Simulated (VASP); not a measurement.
Input:

```yaml
crystal:
  lattice:
    - [0.00000, 1.92254, 1.92254]
    - [1.92254, 0.00000, 1.92254]
    - [7.69957, 7.69957, -0.00943]
  atoms:
    - { symbol: Rh, position: [0.99116, 0.99116, 0.00663] }
    - { symbol: Rh, position: [0.00884, 0.00884, 0.24337] }
    - { symbol: Pt, position: [0.00791, 0.00791, 0.49407] }
    - { symbol: Pt, position: [0.99209, 0.99209, 0.75593] }
```

Method: PBEsol GGA, VASP's PBE PAW potentials (set 64) (plane waves; VASP 6.6.1). Settings: 400 eV cut-off, Gaussian smearing of 0.050 eV, potentials Rh_pv Pt.

Question: Give the energies of bands 16 to 29 at the high-symmetry points, in eV from the Fermi level.

Answer: 
```csv
band,Γ,T,H2,L,S0,F
16,-3.82,-3.38,-3.73,-3.12,-3.68,-3.23
17,-3.11,-3.08,-3.49,-2.41,-3.60,-2.98
18,-3.05,-3.08,-3.45,-2.16,-3.39,-2.01
19,-3.05,-3.06,-2.33,-1.32,-2.33,-1.98
20,-2.97,-3.06,-1.77,-1.11,-1.75,-0.10
21,-2.97,-2.14,-1.72,-0.75,-1.74,0.19
22,-1.47,-1.71,-1.21,-0.13,-1.22,0.22
23,-1.47,-1.70,-0.51,0.20,-0.53,0.25
24,-1.27,-1.70,-0.20,0.30,-0.18,0.40
25,-1.27,-1.25,0.03,0.49,0.00,0.48
26,-1.08,-1.25,0.14,0.68,0.17,0.70
27,-1.08,-0.54,4.89,2.18,4.85,0.78
28,0.00,-0.54,5.18,2.35,5.24,2.20
29,0.32,0.02,6.21,3.29,6.18,3.63
```

It has no gap at this level: it comes out as a metal or semimetal.

The structure was generated: Pt2Rh2 was put into an ordered model structure (R-3m), which need not be its known phase. It was relaxed first.
